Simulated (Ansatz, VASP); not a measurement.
**PtSe2 (PtSe2 (P-3m1)) in two plane-wave programs**

Aim: how closely do two programs agree when they are given the same cell, functional and k mesh? The cell is taken from a series of runs on this material, whose earlier steps may have relaxed, scaled, displaced or heated it; both programs get it as it stands.

Main program and level: Ansatz 0.2.0; plane waves, with VASP 6.6.1 beside it; relaxation of cell and atoms at r2SCAN.

## (1) The starting structure

Symmetry: P-3m1, No. 164, trigonal system. Conventional cell: a = 3.717 Å, b = 3.717 Å, c = 5.820 Å, α = 90.00°, β = 90.00°, γ = 120.00°. Nearest to Pt lie 6 Se at 2.52 Å. Nearest to Se lie 3 Pt at 2.52 Å. Farther neighbours and most contacts between anions are not listed.

## (2) VASP: relaxation of cell and atoms, r2SCAN

The relaxed volume is the usual yardstick between codes: in a stiff, nearly cubic crystal its relative difference is about their pressure difference at one cell divided by the bulk modulus.

Lines of VASP's logs that name or quote its potential files are left out, and so is its time.

Input file INCAR:

```
SYSTEM = PtSe2
PREC = Accurate
ENCUT = 550
EDIFF = 1E-07
NELM = 120
ISMEAR = -1
SIGMA = 0.01
LREAL = .FALSE.
ALGO = Normal
METAGGA = R2SCAN
LASPH = .TRUE.
NBANDS = 17
LORBIT = 11
LWAVE = .FALSE.
LCHARG = .FALSE.
ISIF = 3
IBRION = 2
NSW = 80
EDIFFG = -0.005
GGA_COMPAT = .FALSE.
NELMIN = 4
EFERMI = MIDGAP
LMIXTAU = .TRUE.
```

Input file POSCAR:

```
PtSe2
1.0
    3.7173070000      0.0000000000      0.0000000000
   -1.8586530000      3.2192820000      0.0000000000
    0.0000000000      0.0000000000      5.8200740000
Pt Se
1 2
Direct
    0.0000000000      0.0000000000      0.0000000000
    0.6666664873      0.3333333333      0.7746118005
    0.3333332437      0.6666666667      0.2253881995
```

Input file KPOINTS:

```
Automatic mesh
0
Gamma
8 8 5
0 0 0
```

The projector-augmented-wave data sets are Pt and Se (PBE family, release 64).

Run with:

```
$ mpirun -np 1 vasp_std
```

Numbers of over 12 decimals in the logs are rounded to 6 here.

The log of the run:

```text
[banner, memory and clock lines left out]
running    1 mpi-ranks, on    1 nodes
 distrk:  each k-point on    1 cores,    1 groups
 distr:  one band on    1 cores,    1 groups

 POSCAR found type information on POSCAR PtSe
 POSCAR found :  2 types and       3 ions
|                                                                             |
|               ----> ADVICE to this user running VASP <----                  |
|                                                                             |
|     You enforced a specific xc type in the INCAR file but a different       |
|     [... a line on the potential file left out ...]
|     I HOPE YOU KNOW WHAT YOU ARE DOING!                                     |
|                                                                             |

 LDA part: xc-table for (None), standard interpolation
 POSCAR, INCAR and KPOINTS ok, starting setup
 FFT: planning ... GRIDC
 FFT: planning ... GRID_SOFT
 FFT: planning ... GRID
 WAVECAR not read
 entering main loop
       N       E                     dE             d eps       ncg     rms          rms(c)
DAV:   1     0.482694387972E+02    0.48269E+02   -0.10466E+04  1360   0.120E+03
DAV:   2    -0.819130461791E+02   -0.13018E+03   -0.12608E+03  1727   0.225E+02
DAV:   3    -0.876011162607E+02   -0.56881E+01   -0.56603E+01  1709   0.486E+01
DAV:   4    -0.876468105824E+02   -0.45694E-01   -0.45681E-01  1681   0.468E+00
DAV:   5    -0.876474185774E+02   -0.60799E-03   -0.60796E-03  1746   0.514E-01    0.129E+01
DAV:   6    -0.832504676534E+02    0.43970E+01   -0.75294E+00  1520   0.271E+01    0.838E+00
DAV:   7    -0.812561365721E+02    0.19943E+01   -0.12884E+00  1393   0.122E+01    0.434E+00
DAV:   8    -0.813905816382E+02   -0.13445E+00   -0.39872E-01  1464   0.428E+00    0.102E+00
DAV:   9    -0.814786218064E+02   -0.88040E-01   -0.80535E-02  1402   0.278E+00    0.252E-01
DAV:  10    -0.814955088758E+02   -0.16887E-01   -0.21362E-02  1437   0.128E+00    0.171E-01
DAV:  11    -0.814958724808E+02   -0.36361E-03   -0.36485E-03  1437   0.664E-01    0.107E-01
DAV:  12    -0.814958384827E+02    0.33998E-04   -0.35499E-03  1388   0.677E-01    0.691E-02
DAV:  13    -0.814978514356E+02   -0.20130E-02   -0.75467E-04  1413   0.304E-01    0.164E-02
DAV:  14    -0.814979315538E+02   -0.80118E-04   -0.11854E-04  1498   0.944E-02    0.112E-02
DAV:  15    -0.814979965962E+02   -0.65042E-04   -0.27457E-05  1483   0.540E-02    0.278E-03
DAV:  16    -0.814979996440E+02   -0.30477E-05   -0.18235E-06  1672   0.119E-02    0.221E-03
DAV:  17    -0.814980007846E+02   -0.11406E-05   -0.36373E-07  1526   0.564E-03    0.125E-03
DAV:  18    -0.814980008576E+02   -0.73023E-07   -0.16924E-07  1170   0.374E-03
   1 F= -.81498001E+02 E0= -.81498001E+02  d E =-.814980E+02
 curvature:   0.00 expect dE= 0.000E+00 dE for cont linesearch  0.000E+00
 trial: gam= 0.00000 g(F)=  0.834E-06 g(S)=  0.316E-04 ort = 0.000E+00 (trialstep = 0.100E+01)
 search vector abs. value=  0.324E-04
 bond charge predicted
       N       E                     dE             d eps       ncg     rms          rms(c)
DAV:   1    -0.814981384865E+02   -0.13770E-03   -0.37002E-03  1394   0.507E-01    0.810E-02
DAV:   2    -0.814980165229E+02    0.12196E-03   -0.53144E-04  1420   0.244E-01    0.455E-02
DAV:   3    -0.814979937020E+02    0.22821E-04   -0.41312E-05  1399   0.673E-02    0.222E-02
DAV:   4    -0.814979853632E+02    0.83388E-05   -0.31085E-05  1390   0.336E-02    0.903E-03
DAV:   5    -0.814979832791E+02    0.20841E-05   -0.88960E-06  1380   0.237E-02    0.495E-03
DAV:   6    -0.814979848797E+02   -0.16006E-05   -0.72824E-06  1381   0.192E-02    0.220E-03
DAV:   7    -0.814979866724E+02   -0.17927E-05   -0.13601E-06  1399   0.900E-03    0.611E-04
DAV:   8    -0.814979867532E+02   -0.80725E-07   -0.60979E-08   941   0.213E-03
   2 F= -.81497987E+02 E0= -.81497987E+02  d E =0.141045E-04
 trial-energy change:    0.000014  1 .order    0.000009   -0.000032    0.000049
 step:   0.3087(harm=  0.3957)  dis= 0.00004  next Energy=   -81.498006 (dE=-0.484E-05)
 bond charge predicted
       N       E                     dE             d eps       ncg     rms          rms(c)
DAV:   1    -0.814980720634E+02   -0.85391E-04   -0.17709E-03  1385   0.350E-01    0.558E-02
DAV:   2    -0.814980156148E+02    0.56449E-04   -0.25213E-04  1409   0.168E-01    0.312E-02
DAV:   3    -0.814980056651E+02    0.99497E-05   -0.19527E-05  1384   0.462E-02    0.153E-02
DAV:   4    -0.814980033390E+02    0.23261E-05   -0.14829E-05  1388   0.231E-02    0.620E-03
DAV:   5    -0.814980031201E+02    0.21893E-06   -0.42152E-06  1377   0.163E-02    0.345E-03
DAV:   6    -0.814980043829E+02   -0.12628E-05   -0.33540E-06  1383   0.130E-02    0.152E-03
DAV:   7    -0.814980053474E+02   -0.96451E-06   -0.62389E-07  1389   0.613E-03    0.419E-04
DAV:   8    -0.814980053407E+02    0.66843E-08   -0.28531E-08   715   0.148E-03
   3 F= -.81498005E+02 E0= -.81498005E+02  d E =-.448307E-05
 curvature:  -0.19 expect dE=-0.492E-06 dE for cont linesearch -0.173E-06
 trial: gam=-0.08780 g(F)=  0.314E-06 g(S)=  0.223E-05 ort = 0.539E-05 (trialstep = 0.862E+00)
 search vector abs. value=  0.184E-05
 reached required accuracy - stopping structural energy minimisation
```

From OUTCAR (step 2):

```text
ion  position               nearest neighbor table
   1  0.000  0.000  0.000-   2 2.52   3 2.52   3 2.52   2 2.52   3 2.52   2 2.52
   2  0.667  0.333  0.775-   1 2.52   1 2.52   1 2.52
   3  0.333  0.667  0.225-   1 2.52   1 2.52   1 2.52

  LATTYP: Found a hexagonal cell.
 ALAT       =     3.7173070000
 C/A-ratio  =     1.5656694483

 Subroutine GETGRP returns: Found 12 space group operations
 (whereof 12 operations were pure point group operations)

The static configuration has the point symmetry D_3d.

 Found     40 irreducible k-points:

   k-points           NKPTS =     40   k-points in BZ     NKDIM =     40   number of bands    NBANDS=     17

   dimension x,y,z NGX =    28 NGY =   28 NGZ =   48
   dimension x,y,z NGXF=    56 NGYF=   56 NGZF=   96

   ENCUT  =  550.0 eV  40.42 Ry    6.36 a.u.   7.11  7.11 11.13*2*pi/ulx,y,z

   NELECT =      22.0000    total number of electrons

 k-points in reciprocal lattice and weights: Automatic mesh
   0.00000000  0.00000000  0.00000000       0.003
   0.12500000  0.00000000  0.00000000       0.019
   0.25000000  0.00000000  0.00000000       0.019
   0.37500000  0.00000000  0.00000000       0.019
   0.50000000  0.00000000  0.00000000       0.009
   0.12500000  0.12500000  0.00000000       0.019
   0.25000000  0.12500000  0.00000000       0.038
   0.37500000  0.12500000  0.00000000       0.038
   0.25000000  0.25000000  0.00000000       0.019
[...]
0.25000000  0.25000000  0.40000000       0.038
   0.37500000  0.25000000  0.40000000       0.038

 average (electrostatic) potential at core
       1 -75.7291       2 -58.6210       3 -58.6210

 E-fermi :   4.6431

 k-point     1 :       0.0000    0.0000    0.0000
  band No.  band energies     occupation
    ...
      7       0.6893      2.00000
      8       2.1180      2.00000
      9       3.7107      2.00000
     10       3.7107      2.00000
     11       4.2907      2.00000
     12       6.6957      0.00000
     13       6.6957      0.00000
     14       9.1297      0.00000
     15       9.5397      0.00000
     16      12.6689      0.00000
    ...

 k-point     2 :       0.1250    0.0000    0.0000
  band No.  band energies     occupation
    ...
      7       0.5727      2.00000
      8       1.7927      2.00000
      9       3.3089      2.00000
     10       3.6496      2.00000
     11       4.3085      2.00000
     12       5.9812      0.00000
     13       6.5598      0.00000
     14      10.0153      0.00000
     15      10.4318      0.00000
     16      12.1084      0.00000
    ...

 k-point     3 :       0.2500    0.0000    0.0000
  band No.  band energies     occupation
    ...
      7       0.4456      2.00000
      8       1.3297      2.00000
      9       2.7907      2.00000
     10       3.2176      2.00000
     11       3.5481      2.00000
     12       5.7697      0.00000
     13       6.5296      0.00000
     14       9.9170      0.00000
     15      11.4786      0.00000
     16      12.7719      0.00000
    ...

  Total        0.0069441      0.0069441     -0.0064856      0.0000000     -0.0000000     -0.0000000
  in kB        0.1596824      0.1596823     -0.1491392      0.0000000     -0.0000000     -0.0000000
  external PRESSURE =       0.0567418 kB  Pullay stress =       0.0000000 kB

  energy-cutoff  :      550.00
  volume of cell :       69.67
      direct lattice vectors                 reciprocal lattice vectors
     3.717872865  0.000000000  0.000000000     0.268971005  0.155290454 -0.000000000
    -1.858935932  3.219772053  0.000000000    -0.000000000  0.310580993  0.000000000
     0.000000000  0.000000000  5.820337234     0.000000000  0.000000000  0.171811350

 POSITION                                       TOTAL-FORCE (eV/Angst)
 -----------------------------------------------------------------------------------
     -0.00000      0.00000      0.00000        -0.000000      0.000000      0.000000
      1.85894      1.07326      4.50846         0.000000      0.000000      0.001803
      0.00000      2.14651      1.31188         0.000000     -0.000000     -0.001803
 -----------------------------------------------------------------------------------
    total drift:                                0.000322     -0.000000      0.000000

  FREE ENERGIE OF THE ION-ELECTRON SYSTEM (eV)
  ---------------------------------------------------
  free  energy   TOTEN  =       -81.4980053407 eV

  energy  without entropy=      -81.4980053407  energy(sigma->0) =      -81.49800534

 reached required accuracy - stopping structural energy minimisation

 total charge
# of ion       s       p       d       tot
------------------------------------------
    1        0.669   0.697   7.976   9.342
    2        1.478   2.288   0.059   3.824
    3        1.478   2.288   0.059   3.824
--------------------------------------------------
tot          3.625   5.272   8.093  16.990

[... 3 further parts left out ...]
```

(Continued in part 2 of 2.)

[Lines on the potential files, build, host, timing and source positions are cut from VASP's logs without a mark.]

[Logs are printed without paths, hosts, clocks, repeated set-up lines and the standing remarks that a program may print on its own settings, such as how far it seeks lower states.]

[Hosts, paths, dates, database ids (printed as entryN), source tags and the programs' standing remarks are cut or masked in the printed files.]
